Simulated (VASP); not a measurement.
Given:

```
CELL_PARAMETERS angstrom
      0.00000     3.14500     3.14500
      3.14500     0.00000     3.14500
      3.14500     3.14500     0.00000
ATOMIC_POSITIONS crystal
  K  0.00000 0.00000 0.00000
  Cl 0.50000 0.50000 0.50000
```

These are G0W0 on PBE orbitals, VASP's PBE PAW potentials (set 64) (plane waves; VASP) values and carry that method's errors. Settings: PREC = Normal, 500 eV cut-off, 6×6×6 Γ-centred mesh, Gaussian smearing of 0.010 eV, potentials K_sv_GW Cl_GW.

The mesh is coarse and the basis finite, so the quasiparticle values are not converged.

Question: The job: KCl (rock salt), 2 atoms, G0W0@PBE, GW step (128 bands), 500 eV, 6×6×6 Γ-centred mesh. Roughly how much core time does it take on a busy server core?

Answer: About 90 core-minutes (one run on a shared machine, a rough figure). It had 16 irreducible k-points, 128 bands, up to 1596 plane waves and 0 electronic steps.

The compound is KCl in the rock salt structure. The cell was not relaxed at this level.
